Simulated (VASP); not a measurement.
Method: r2SCAN meta-GGA, VASP's PBE PAW potentials (set 64) (plane waves; VASP).

VASP input:

**INCAR**
```
# general
SYSTEM  = GePd
PREC    = Accurate
ENCUT   = 400
LREAL   = .FALSE.
LASPH   = .TRUE.

# electronic loop
EDIFF   = 1E-6
NELM    = 100
ALGO    = Normal
LMAXMIX = 4
LMIXTAU = .TRUE.

# smearing
ISMEAR  = 1
SIGMA   = 0.1

# functional
METAGGA = R2SCAN

# ions
IBRION  = 2
NSW     = 60
ISIF    = 3
EDIFFG  = -0.01

# output
LWAVE   = .FALSE.
LCHARG  = .FALSE.
```

**KPOINTS**
```
Automatic
0
G
  10 10 10
```

POSCAR:
```
GePd
1
    0.0000000000     2.7263980000     2.7263980000
    2.7263980000     0.0000000000     2.7263980000
    2.7263980000     2.7263980000     0.0000000000
Ge Pd
1 1
Direct
  0.0000000000   0.0000000000   0.0000000000
  0.5000000000   0.5000000000   0.5000000000
```

POTCAR, in this order: Ge_d Pd (PBE.64 set). Program: vasp_std.

The resulting files:

**OSZICAR**
```
       N       E                     dE             d eps       ncg     rms          rms(c)
DAV:   1     0.107758012167E+03    0.10776E+03   -0.11345E+04  1656   0.300E+03
DAV:   2    -0.280811664444E+02   -0.13584E+03   -0.13292E+03  1624   0.538E+02
DAV:   3    -0.410010475794E+02   -0.12920E+02   -0.12892E+02  1680   0.113E+02
DAV:   4    -0.412934834487E+02   -0.29244E+00   -0.29239E+00  1856   0.164E+01
DAV:   5    -0.413013289844E+02   -0.78455E-02   -0.78455E-02  1920   0.286E+00    0.530E+00
DAV:   6    -0.367745576828E+02    0.45268E+01   -0.59933E+00  1536   0.229E+01    0.429E+00
DAV:   7    -0.366432830667E+02    0.13127E+00   -0.68203E-01  1512   0.655E+00    0.173E+00
DAV:   8    -0.366613673850E+02   -0.18084E-01   -0.30649E-01  1544   0.378E+00    0.982E-01
DAV:   9    -0.366503424158E+02    0.11025E-01   -0.55016E-02  1592   0.214E+00    0.224E-01
DAV:  10    -0.366550264008E+02   -0.46840E-02   -0.89310E-03  1544   0.797E-01    0.527E-02
DAV:  11    -0.366551909370E+02   -0.16454E-03   -0.17917E-03  1552   0.379E-01    0.448E-02
DAV:  12    -0.366559759569E+02   -0.78502E-03   -0.72682E-04  1584   0.283E-01    0.851E-03
DAV:  13    -0.366559041914E+02    0.71765E-04   -0.12604E-04  1616   0.124E-01    0.110E-02
DAV:  14    -0.366560629166E+02   -0.15873E-03   -0.37317E-05  1576   0.660E-02    0.107E-03
DAV:  15    -0.366560117940E+02    0.51123E-04   -0.67377E-06  1592   0.287E-02    0.145E-03
DAV:  16    -0.366560237398E+02   -0.11946E-04   -0.34547E-07  1208   0.639E-03    0.564E-04
DAV:  17    -0.366560191985E+02    0.45413E-05   -0.57381E-08   904   0.280E-03    0.163E-04
DAV:  18    -0.366560220086E+02   -0.28101E-05   -0.27433E-08   816   0.190E-03    0.466E-05
DAV:  19    -0.366560218656E+02    0.14295E-06   -0.19630E-09   840   0.491E-04
   1 F= -.36656022E+02 E0= -.36656107E+02  d E =-.366560E+02
       N       E                     dE             d eps       ncg     rms          rms(c)
DAV:   1    -0.576852531223E+02   -0.21029E+02   -0.27298E+02  1728   0.206E+02    0.361E+01
DAV:   2    -0.399276056821E+02    0.17758E+02   -0.93565E+01  1536   0.123E+02    0.115E+01
DAV:   3    -0.378566029077E+02    0.20710E+01   -0.70098E+00  1896   0.406E+01    0.679E+00
DAV:   4    -0.368712941447E+02    0.98531E+00   -0.14159E+00  1904   0.158E+01    0.256E+00
DAV:   5    -0.367918555069E+02    0.79439E-01   -0.15795E-01  1528   0.450E+00    0.116E+00
DAV:   6    -0.367679827863E+02    0.23873E-01   -0.15097E-01  1624   0.366E+00    0.380E-01
DAV:   7    -0.368207100286E+02   -0.52727E-01   -0.54933E-02  1592   0.185E+00    0.157E-01
DAV:   8    -0.368217733449E+02   -0.10633E-02   -0.17193E-03  1576   0.362E-01    0.435E-02
DAV:   9    -0.368219019846E+02   -0.12864E-03   -0.40457E-04  1896   0.289E-01    0.101E-02
DAV:  10    -0.368219225588E+02   -0.20574E-04   -0.29350E-05  1568   0.769E-02    0.505E-03
DAV:  11    -0.368219296348E+02   -0.70760E-05   -0.73356E-06  1520   0.365E-02    0.235E-03
DAV:  12    -0.368219279804E+02    0.16544E-05   -0.37779E-06  1504   0.260E-02    0.105E-03
DAV:  13    -0.368219307530E+02   -0.27726E-05   -0.27239E-07   856   0.789E-03    0.171E-04
DAV:  14    -0.368219306324E+02    0.12063E-06   -0.26156E-08   784   0.196E-03
   2 F= -.36821931E+02 E0= -.36821568E+02  d E =-.165909E+00
       N       E                     dE             d eps       ncg     rms          rms(c)
DAV:   1    -0.397168508347E+02   -0.28949E+01   -0.45113E+01  1672   0.124E+02    0.109E+01
DAV:   2    -0.373572552652E+02    0.23596E+01   -0.97471E+00  1520   0.342E+01    0.500E+00
DAV:   3    -0.371126869761E+02    0.24457E+00   -0.89103E-01  1880   0.122E+01    0.290E+00
DAV:   4    -0.369574453020E+02    0.15524E+00   -0.31723E-01  1920   0.756E+00    0.818E-01
DAV:   5    -0.369513224303E+02    0.61229E-02   -0.45250E-02  1856   0.279E+00    0.295E-01
DAV:   6    -0.369510466103E+02    0.27582E-03   -0.23964E-02  1592   0.129E+00    0.125E-01
DAV:   7    -0.369576691388E+02   -0.66225E-02   -0.49871E-03  1568   0.658E-01    0.598E-02
DAV:   8    -0.369576697420E+02   -0.60321E-06   -0.10288E-04  1752   0.101E-01    0.110E-02
DAV:   9    -0.369577079831E+02   -0.38241E-04   -0.42473E-05  1672   0.868E-02    0.228E-03
DAV:  10    -0.369577102467E+02   -0.22636E-05   -0.17328E-06  1368   0.204E-02    0.948E-04
DAV:  11    -0.369577061694E+02    0.40773E-05   -0.20336E-06  1272   0.173E-02    0.420E-04
DAV:  12    -0.369577098916E+02   -0.37223E-05   -0.83194E-07  1112   0.120E-02    0.241E-04
DAV:  13    -0.369577095764E+02    0.31520E-06   -0.27869E-08   752   0.170E-03
   3 F= -.36957710E+02 E0= -.36958026E+02  d E =-.301688E+00
       N       E                     dE             d eps       ncg     rms          rms(c)
DAV:   1    -0.369610038345E+02   -0.32939E-02   -0.50000E-02  1656   0.359E+00    0.380E-01
DAV:   2    -0.369582802920E+02    0.27235E-02   -0.15408E-02  1520   0.125E+00    0.161E-01
DAV:   3    -0.369579003456E+02    0.37995E-03   -0.14975E-03  1808   0.486E-01    0.847E-02
DAV:   4    -0.369577117682E+02    0.18858E-03   -0.37504E-04  1896   0.277E-01    0.225E-02
DAV:   5    -0.369576913949E+02    0.20373E-04   -0.77303E-05  1848   0.128E-01    0.993E-03
DAV:   6    -0.369577030745E+02   -0.11680E-04   -0.35103E-05  1600   0.487E-02    0.337E-03
DAV:   7    -0.369577059689E+02   -0.28945E-05   -0.36996E-06  1568   0.143E-02    0.196E-03
DAV:   8    -0.369577045629E+02    0.14061E-05   -0.23411E-07   752   0.753E-03    0.528E-04
DAV:   9    -0.369577045205E+02    0.42392E-07   -0.58679E-08   752   0.307E-03
   4 F= -.36957705E+02 E0= -.36958022E+02  d E =-.301683E+00
       N       E                     dE             d eps       ncg     rms          rms(c)
DAV:   1    -0.369613786128E+02   -0.36740E-02   -0.55484E-02  1664   0.381E+00    0.397E-01
DAV:   2    -0.369583203559E+02    0.30583E-02   -0.16704E-02  1520   0.131E+00    0.169E-01
DAV:   3    -0.369579035625E+02    0.41679E-03   -0.16076E-03  1800   0.504E-01    0.896E-02
DAV:   4    -0.369576881771E+02    0.21539E-03   -0.41438E-04  1888   0.288E-01    0.238E-02
DAV:   5    -0.369576690295E+02    0.19148E-04   -0.88129E-05  1864   0.136E-01    0.988E-03
DAV:   6    -0.369576953193E+02   -0.26290E-04   -0.42630E-05  1584   0.497E-02    0.383E-03
DAV:   7    -0.369577001423E+02   -0.48229E-05   -0.45791E-06  1544   0.155E-02    0.207E-03
DAV:   8    -0.369577017234E+02   -0.15811E-05   -0.24842E-07   760   0.709E-03    0.471E-04
DAV:   9    -0.369577018209E+02   -0.97508E-07   -0.61445E-08   752   0.286E-03
   5 F= -.36957702E+02 E0= -.36958018E+02  d E =0.269960E-05
       N       E                     dE             d eps       ncg     rms          rms(c)
DAV:   1    -0.369587936725E+02   -0.10919E-02   -0.15998E-02  1656   0.203E+00    0.214E-01
DAV:   2    -0.369579274374E+02    0.86624E-03   -0.49069E-03  1520   0.707E-01    0.908E-02
DAV:   3    -0.369578081728E+02    0.11926E-03   -0.47559E-04  1808   0.274E-01    0.480E-02
DAV:   4    -0.369577487786E+02    0.59394E-04   -0.11997E-04  1896   0.156E-01    0.127E-02
DAV:   5    -0.369577414235E+02    0.73551E-05   -0.25174E-05  1848   0.729E-02    0.552E-03
DAV:   6    -0.369577439552E+02   -0.25316E-05   -0.11582E-05  1592   0.274E-02    0.193E-03
DAV:   7    -0.369577448354E+02   -0.88025E-06   -0.11748E-06  1144   0.797E-03
   6 F= -.36957745E+02 E0= -.36958062E+02  d E =-.403149E-04
```

### OUTCAR
```
------------------------ aborting loop because EDIFF is reached ----------------------------------------
  FORCE on cell =-STRESS in cart. coord.  units (eV):
  Direction    XX          YY          ZZ          XY          YZ          ZX
  --------------------------------------------------------------------------------------
  Total       -0.0051016     -0.0051016     -0.0051016      0.0000000      0.0000000      0.0000000
  in kB       -0.2371870     -0.2371870     -0.2371870      0.0000000      0.0000000      0.0000000
  external PRESSURE =      -0.2371870 kB  Pullay stress =       0.0000000 kB
  volume of cell :       34.46
      direct lattice vectors                 reciprocal lattice vectors
    -0.000000000  2.582845834  2.582845834    -0.193584918  0.193584918  0.193584918
     2.582845834 -0.000000000  2.582845834     0.193584918 -0.193584918  0.193584918
     2.582845834  2.582845834  0.000000000     0.193584918  0.193584918 -0.193584918
 POSITION                                       TOTAL-FORCE (eV/Angst)
 -----------------------------------------------------------------------------------
      0.00000      0.00000      0.00000         0.000000     -0.000000     -0.000000
      2.58285      2.58285      2.58285        -0.000000      0.000000      0.000000
 -----------------------------------------------------------------------------------
    total drift:                                0.000000      0.000000      0.000000
  FREE ENERGIE OF THE ION-ELECTRON SYSTEM (eV)
  ---------------------------------------------------
  free  energy   TOTEN  =       -36.9577448354 eV

  energy  without entropy=      -36.9586961742  energy(sigma->0) =      -36.95806195

 reached required accuracy - stopping structural energy minimisation
```
(Selected blocks of OUTCAR.)

CONTCAR:
```
GePd
   1.00000000000000
    -0.0000000000000000    2.5828458335250022    2.5828458335250022
     2.5828458335250022   -0.0000000000000000    2.5828458335250022
     2.5828458335250022    2.5828458335250022    0.0000000000000000
  Ge              Pd
     1     1
Direct
     0.0000000000000000    0.0000000000000000    0.0000000000000000
     0.5000000000000000    0.5000000000000000    0.5000000000000000
```

File OUTCAR:
```
 val. band max:        7.8162905917   @ k =   0.4000   0.3000   0.0000

 cond. band min:       7.9242295138   @ k =  -0.3000   0.4000   0.2000


 Fermi energy:         7.8241155688

 k-point     1 :       0.0000    0.0000    0.0000
  band No.  band energies     occupation
      1     -17.6057      2.00000
      2     -17.6057      2.00000
      3     -17.5743      2.00000
      4     -17.5743      2.00000
      5     -17.5742      2.00000
      6      -3.9845      2.00000
      7       4.3003      2.00000
      8       4.3003      2.00000
      9       4.3003      2.00000
     10       4.4452      2.00000
     11       4.4452      2.00000
     12      10.8231      0.00000
     13      10.8233      0.00000
     14      10.8233      0.00000
     15      16.5034      0.00000
     16      18.6713      0.00000

 k-point     2 :       0.1000    0.0000    0.0000
  band No.  band energies     occupation
      1     -17.6044      2.00000
      2     -17.6044      2.00000
      3     -17.5738      2.00000
      4     -17.5731      2.00000
      5     -17.5731      2.00000
      6      -3.8129      2.00000
      7       4.2049      2.00000
      8       4.2521      2.00000
      9       4.2521      2.00000
     10       4.4066      2.00000
     11       4.4066      2.00000
     12       9.9897      0.00000
     13      11.0760      0.00000
     14      11.0761      0.00000
     15      17.1209      0.00000
     16      18.1882      0.00000

 k-point     3 :       0.2000    0.0000    0.0000
  band No.  band energies     occupation
      1     -17.6012      2.00000
      2     -17.6012      2.00000
      3     -17.5725      2.00000
      4     -17.5697      2.00000
      5     -17.5697      2.00000
      6      -3.3092      2.00000
      7       3.8760      2.00000
      8       3.9103      2.00000
      9       3.9103      2.00000
     10       4.5685      2.00000
     11       4.5685      2.00000
     12       8.4383     -0.00000
     13      11.7160      0.00000
...
```

Energy and stress use the plane-wave basis of the starting cell.

The structure was generated: GePd was put into the rocksalt type (Fm-3m), which need not be its known phase. This run relaxes it. Symmetry was kept, so distortions that lower it aren't found.
